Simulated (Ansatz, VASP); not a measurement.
# Cross-check of PdRh (Pd-Rh-Rh-Pd stack, (111) layers) between VASP and Ansatz

Aim: how closely do two programs agree when they are given the same cell, functional and k mesh? The cell is taken from a series of runs on this material, whose earlier steps may have relaxed, scaled, displaced or heated it; both programs get it as it stands.

Main program and level: Ansatz 0.2.0; plane waves, with VASP 6.6.1 beside it; PBEsol.

### Step 1. The structure

The cell holds 4 atoms: 2 Pd and 2 Rh. Its edges and angles: a = 2.676 Å, b = 2.676 Å, c = 36.964 Å, α = 90.0°, β = 90.0°, γ = 120.0°. It derives from PdRh. Vacuum lies along c.

Coordinates:

```xyz
4
Lattice="2.6756 0.0000 0.0000 -1.3378 2.3171 0.0000 0.0000 0.0000 36.9636" Properties=species:S:1:pos:R:3
Pd    0.0000    0.0000    5.4958
Pd    0.0000    0.0000   12.0860
Rh    0.0000    1.5447    7.7423
Rh    1.3378    0.7724    9.8395
```

### Step 2. VASP: zone-centre phonons, PBEsol

Second derivatives magnify differences that forces hide, and they need a tight electronic threshold.

Lines of VASP's logs that name or quote its potential files are left out, and so is its time.

Input file INCAR:

```
SYSTEM = PdRh
PREC = Accurate
ENCUT = 500
EDIFF = 1E-08
NELM = 120
ISMEAR = 1
SIGMA = 0.2
LREAL = .FALSE.
ALGO = Normal
GGA = PS
NBANDS = 31
LASPH = .TRUE.
LORBIT = 11
LWAVE = .FALSE.
LCHARG = .FALSE.
ISIF = 2
IBRION = 8
GGA_COMPAT = .FALSE.
NELMDL = -8
```

Input file POSCAR:

```
PdRh
1.0
    2.6755803099     -0.0000028745      0.0000000000
   -1.3377876656      2.3171219555      0.0000000000
    0.0000000000      0.0000000000     36.9635839278
Pd Rh
2 2
Direct
    0.0000000000      0.0000000000      0.1486824370
    0.0000000000      0.0000000000      0.3269692215
    0.3333333333      0.6666666667      0.2094571975
    0.6666666667      0.3333333333      0.2661944610
```

Input file KPOINTS:

```
Automatic mesh
0
Gamma
8 8 1
0 0 0
```

Potentials, in the order of the species: Pd and Rh_pv (PBE family, release 64).

On the command line:

```bash
$ mpirun -np 1 vasp_std
```

Numbers of over 12 decimals in the logs are rounded to 6 here.

The program printed:

```text
[banner, memory and clock lines left out]
running    1 mpi-ranks, on    1 nodes
 distrk:  each k-point on    1 cores,    1 groups
 distr:  one band on    1 cores,    1 groups

 POSCAR found type information on POSCAR PdRh
 POSCAR found :  2 types and       4 ions
|                                                                             |
|               ----> ADVICE to this user running VASP <----                  |
|                                                                             |
|     You enforced a specific xc type in the INCAR file but a different       |
|     [... a line on the potential file left out ...]
|     I HOPE YOU KNOW WHAT YOU ARE DOING!                                     |
|                                                                             |

 LDA part: xc-table for (Slater+PW92), standard interpolation
 POSCAR, INCAR and KPOINTS ok, starting setup
 FFT: planning ... GRIDC
 FFT: planning ... GRID_SOFT
 FFT: planning ... GRID
 WAVECAR not read
 entering main loop
       N       E                     dE             d eps       ncg     rms          rms(c)
DAV:   1     0.347529742331E+03    0.34753E+03   -0.27167E+04   780   0.134E+03
DAV:   2    -0.162947209081E+02   -0.36382E+03   -0.35156E+03   720   0.338E+02
DAV:   3    -0.284465253778E+02   -0.12152E+02   -0.11599E+02   715   0.609E+01
DAV:   4    -0.287317920403E+02   -0.28527E+00   -0.28054E+00   864   0.870E+00
DAV:   5    -0.287387072870E+02   -0.69152E-02   -0.69133E-02   760   0.111E+00
DAV:   6    -0.287389726787E+02   -0.26539E-03   -0.26539E-03   889   0.216E-01
DAV:   7    -0.287389824739E+02   -0.97952E-05   -0.97951E-05   791   0.305E-02
DAV:   8    -0.287389829654E+02   -0.49145E-06   -0.49138E-06   825   0.578E-03    0.196E+01
DAV:   9    -0.270651690953E+02    0.16738E+01   -0.62846E+00   634   0.195E+01    0.814E+00
DAV:  10    -0.303898005824E+02   -0.33246E+01   -0.11104E+01   706   0.338E+01    0.135E+01
DAV:  12    -0.269806701407E+02   -0.80670E-01   -0.18011E+00   669   0.104E+01    0.464E+00
DAV:  13    -0.268282863057E+02    0.15238E+00   -0.37883E-01   655   0.523E+00    0.854E-01
DAV:  14    -0.268218160670E+02    0.64702E-02   -0.20449E-02   713   0.112E+00    0.317E-01
DAV:  15    -0.268207440973E+02    0.10720E-02   -0.26149E-03   760   0.420E-01    0.102E-01
[...]
DAV:  26    -0.268212670934E+02   -0.50294E-05   -0.22589E-07   606   0.137E-03    0.617E-04
DAV:  27    -0.268212688017E+02   -0.17084E-05   -0.59828E-08   528   0.698E-04    0.356E-04
DAV:  28    -0.268212696236E+02   -0.82183E-06   -0.24921E-08   484   0.583E-04    0.920E-05
DAV:  29    -0.268212700583E+02   -0.43472E-06   -0.12009E-08   480   0.521E-04    0.272E-04
DAV:  30    -0.268212701736E+02   -0.11527E-06   -0.82432E-10   450   0.340E-04    0.126E-04
DAV:  31    -0.268212702344E+02   -0.60877E-07    0.58756E-11   422   0.174E-04    0.361E-05
DAV:  32    -0.268212702620E+02   -0.27559E-07    0.36503E-10   408   0.917E-05    0.303E-05
DAV:  33    -0.268212702708E+02   -0.88221E-08    0.56806E-10   457   0.291E-05
   1 F= -.26821270E+02 E0= -.26825818E+02  d E =0.136444E-01
 Linear response reoptimize wavefunctions to high precision
DAV:   1    -0.268212702737E+02   -0.29122E-08    0.59048E-10   415   0.209E-05
DAV:   2    -0.268212702737E+02    0.43656E-10    0.60858E-10   457   0.674E-06
 Linear response DOF=           4
 Linear response progress:
  Degree of freedom:   1/  4
       N       E                     dE             d eps       ncg     rms          rms(c)
RMM:   1    -0.236622229014E+00   -0.23662E+00   -0.22776E-01  3263   0.248E+00
RMM:   2    -0.236077071799E+00    0.54516E-03   -0.15595E-02  2962   0.577E-01    0.930E-02
RMM:   3    -0.235745326000E+00    0.33175E-03   -0.22947E-04  3169   0.901E-02    0.544E-02
RMM:   4    -0.235347534002E+00    0.39779E-03   -0.42999E-04  3057   0.872E-02    0.490E-02
RMM:   5    -0.235324419748E+00    0.23114E-04   -0.13590E-05  3067   0.199E-02    0.231E-02
RMM:   6    -0.235307498973E+00    0.16921E-04   -0.24454E-06  3048   0.831E-03    0.115E-02
RMM:   7    -0.235291295677E+00    0.16203E-04   -0.19260E-06  3095   0.737E-03    0.132E-02
RMM:   8    -0.235197238048E+00    0.94058E-04   -0.76324E-06  4025   0.125E-02    0.298E-03
RMM:   9    -0.235199384685E+00   -0.21466E-05   -0.11229E-07  3111   0.237E-03    0.203E-03
RMM:  10    -0.235200576577E+00   -0.11919E-05   -0.29343E-08  3176   0.122E-03    0.115E-03
RMM:  11    -0.235202009688E+00   -0.14331E-05   -0.39876E-08  3497   0.773E-04    0.297E-04
RMM:  12    -0.235201436623E+00    0.57307E-06   -0.41696E-08  3486   0.182E-04    0.599E-05
RMM:  13    -0.235201312389E+00    0.12423E-06   -0.30522E-09  3425   0.528E-05    0.196E-05
RMM:  14    -0.235201184847E+00    0.12754E-06    0.12801E-10  3319   0.229E-05    0.672E-06
RMM:  15    -0.235201140139E+00    0.44708E-07    0.29499E-10  3865   0.102E-05    0.164E-06
RMM:  16    -0.235201133428E+00    0.67111E-08    0.12781E-09  3054   0.370E-06    0.870E-07
 first order change of Fermi-energy   0.27061E-03
 force on displaced ion       1 direction 1 :  -1.159   0.001  -0.000
 Linear response progress:
  Degree of freedom:   2/  4
       N       E                     dE             d eps       ncg     rms          rms(c)
RMM:   1    -0.314962800210E+00   -0.31496E+00   -0.23874E-01  1120   0.274E+00
RMM:   2    -0.313919449244E+00    0.10434E-02   -0.13876E-02   880   0.575E-01    0.235E-01
RMM:   3    -0.323027712517E+00   -0.91083E-02   -0.41402E-03   907   0.315E-01    0.881E-01
RMM:   4    -0.315018197933E+00    0.80095E-02   -0.13932E-03   909   0.193E-01    0.303E-01
RMM:   5    -0.315210064956E+00   -0.19187E-03   -0.13069E-03   935   0.206E-01    0.364E-01
RMM:   6    -0.314582375755E+00    0.62769E-03   -0.56309E-04   899   0.123E-01    0.576E-02
RMM:   7    -0.314564218557E+00    0.18157E-04   -0.88762E-05   898   0.501E-02    0.377E-02
RMM:   8    -0.314512759944E+00    0.51459E-04   -0.11375E-05   902   0.202E-02    0.170E-02
RMM:   9    -0.314368883254E+00    0.14388E-03   -0.12076E-05   895   0.169E-02    0.935E-03
RMM:  10    -0.314361382555E+00    0.75007E-05   -0.10308E-06   905   0.611E-03    0.203E-03
RMM:  11    -0.314363923445E+00   -0.25409E-05   -0.12856E-07   983   0.192E-03    0.461E-04
RMM:  12    -0.314364752825E+00   -0.82938E-06   -0.29225E-08   939   0.623E-04    0.318E-04
RMM:  13    -0.314366648988E+00   -0.18962E-05   -0.26555E-08   942   0.345E-04    0.302E-04
RMM:  14    -0.314368870764E+00   -0.22218E-05   -0.29376E-08   973   0.259E-04    0.153E-04
RMM:  15    -0.314372061329E+00   -0.31906E-05   -0.66016E-08  1021   0.303E-04    0.868E-05
RMM:  16    -0.314372383723E+00   -0.32239E-06   -0.31510E-08   987   0.124E-04    0.867E-05
RMM:  17    -0.314372452616E+00   -0.68893E-07    0.12930E-08  1002   0.882E-05    0.173E-05
RMM:  18    -0.314372482212E+00   -0.29596E-07    0.16841E-08   997   0.505E-05    0.982E-06
RMM:  19    -0.314372485977E+00   -0.37648E-08    0.16320E-08  1023   0.384E-05    0.516E-06
 first order change of Fermi-energy   0.12198E+00
 force on displaced ion       1 direction 3 :   0.000   0.000  -6.454
 Linear response progress:
  Degree of freedom:   3/  4
       N       E                     dE             d eps       ncg     rms          rms(c)
RMM:   1    -0.345532579469E+00   -0.34553E+00    0.25462E+01  2121   0.682E+01
RMM:   2    -0.473827546957E+00   -0.12829E+00   -0.14782E-01  3170   0.288E+00    0.154E-01
RMM:   3    -0.473344513285E+00    0.48303E-03   -0.37072E-03  3384   0.370E-01    0.756E-02
RMM:   4    -0.472313345569E+00    0.10312E-02   -0.64496E-04  3598   0.160E-01    0.248E-02
RMM:   5    -0.472360489574E+00   -0.47144E-04   -0.10613E-04  3636   0.555E-02    0.117E-01
RMM:   6    -0.472144515890E+00    0.21597E-03   -0.70598E-05  3326   0.324E-02    0.201E-02
RMM:   7    -0.472131082077E+00    0.13434E-04   -0.70747E-05  3270   0.216E-02    0.195E-02
RMM:   8    -0.472128727292E+00    0.23548E-05   -0.53943E-05  3207   0.138E-02    0.174E-03
RMM:   9    -0.472134441023E+00   -0.57137E-05   -0.31057E-05  3739   0.411E-03    0.187E-03
RMM:  10    -0.472135053235E+00   -0.61221E-06   -0.23229E-05  3406   0.199E-03    0.680E-04
RMM:  11    -0.472140105345E+00   -0.50521E-05   -0.13717E-05  3654   0.980E-04    0.232E-04
RMM:  12    -0.472143458006E+00   -0.33527E-05   -0.10811E-05  3633   0.568E-04    0.157E-04
RMM:  13    -0.472143465597E+00   -0.75911E-08   -0.74054E-06  4053   0.283E-04    0.321E-05
RMM:  14    -0.472143281012E+00    0.18459E-06   -0.47529E-06  3866   0.162E-04    0.918E-06
[...]
RMM:  18    -0.472143318488E+00   -0.16886E-07   -0.11730E-06  3581   0.365E-05    0.113E-06
RMM:  19    -0.472143343868E+00   -0.25379E-07   -0.77292E-07  3465   0.270E-05    0.491E-07
RMM:  20    -0.472143333952E+00    0.99157E-08   -0.55418E-07  2396   0.198E-05    0.572E-07
RMM:  21    -0.472143341583E+00   -0.76309E-08   -0.42784E-07  2113   0.151E-05    0.353E-07
RMM:  22    -0.472143345770E+00   -0.41870E-08   -0.27519E-07  2192   0.119E-05    0.274E-07
RMM:  23    -0.472143348024E+00   -0.22541E-08   -0.20727E-07  2185   0.954E-06    0.231E-07
RMM:  24    -0.472143354741E+00   -0.67174E-08   -0.14064E-07  2904   0.817E-06    0.226E-07
RMM:  25    -0.472143353388E+00    0.13530E-08   -0.99380E-08  1777   0.639E-06    0.105E-07
 first order change of Fermi-energy  -0.67360E-04
 force on displaced ion       3 direction 1 :  -4.740  -0.000  -0.000
 Linear response progress:
  Degree of freedom:   4/  4
       N       E                     dE             d eps       ncg     rms          rms(c)
RMM:   1    -0.561823911345E+00   -0.56182E+00    0.25758E+01   632   0.683E+01
RMM:   2    -0.700675076574E+00   -0.13885E+00   -0.16436E-01   925   0.298E+00    0.252E-01
RMM:   3    -0.702226752659E+00   -0.15517E-02   -0.57259E-03   982   0.433E-01    0.393E-01
RMM:   4    -0.701067708541E+00    0.11590E-02   -0.17184E-03   928   0.256E-01    0.168E-01
RMM:   5    -0.709662016664E+00   -0.85943E-02   -0.15278E-03   967   0.191E-01    0.890E-01
RMM:   6    -0.700680283025E+00    0.89817E-02   -0.11911E-03   991   0.189E-01    0.741E-02
RMM:   7    -0.700570310264E+00    0.10997E-03   -0.18714E-04  1017   0.749E-02    0.805E-02
RMM:   8    -0.700472506592E+00    0.97804E-04   -0.53213E-05   975   0.426E-02    0.294E-02
RMM:   9    -0.700445586161E+00    0.26920E-04   -0.61190E-06  1024   0.144E-02    0.624E-03
RMM:  10    -0.700453436619E+00   -0.78505E-05    0.20520E-06  1101   0.532E-03    0.208E-03
RMM:  11    -0.700457778904E+00   -0.43423E-05    0.19973E-06  1052   0.228E-03    0.534E-04
RMM:  12    -0.700459746782E+00   -0.19679E-05    0.28284E-06  1111   0.116E-03    0.178E-04
RMM:  13    -0.700459342720E+00    0.40406E-06    0.14561E-06  1072   0.689E-04    0.699E-05
RMM:  14    -0.700459181224E+00    0.16150E-06    0.11926E-06  1076   0.460E-04    0.658E-05
RMM:  15    -0.700458976566E+00    0.20466E-06    0.57973E-07  1048   0.370E-04    0.417E-05
RMM:  16    -0.700458920054E+00    0.56512E-07    0.72319E-07  1092   0.251E-04    0.344E-05
RMM:  17    -0.700458922023E+00   -0.19691E-08    0.24375E-07  1081   0.175E-04    0.128E-05
RMM:  18    -0.700458970378E+00   -0.48355E-07    0.36317E-07  1076   0.124E-04    0.920E-06
RMM:  19    -0.700458990860E+00   -0.20482E-07    0.15315E-08  1088   0.916E-05    0.484E-06
RMM:  20    -0.700459007038E+00   -0.16178E-07    0.13247E-07  1109   0.772E-05    0.293E-06
RMM:  21    -0.700458996492E+00    0.10546E-07    0.12263E-07  1040   0.472E-05    0.250E-06
RMM:  22    -0.700458997569E+00   -0.10772E-08    0.71221E-08  1002   0.392E-05    0.215E-06
 first order change of Fermi-energy   0.35630E+00
 force on displaced ion       3 direction 3 :  -0.000   0.000 -13.376
 Linear response finished
```

(Part 1 of 3 ends here.)

[Lines on the potential files, build, host, timing and source positions are cut from VASP's logs without a mark.]

[Logs are printed without paths, hosts, clocks, repeated set-up lines and the standing remarks that a program may print on its own settings, such as how far it seeks lower states.]

[Hosts, paths, dates, database ids (printed as entryN), source tags and the programs' standing remarks are cut or masked in the printed files.]
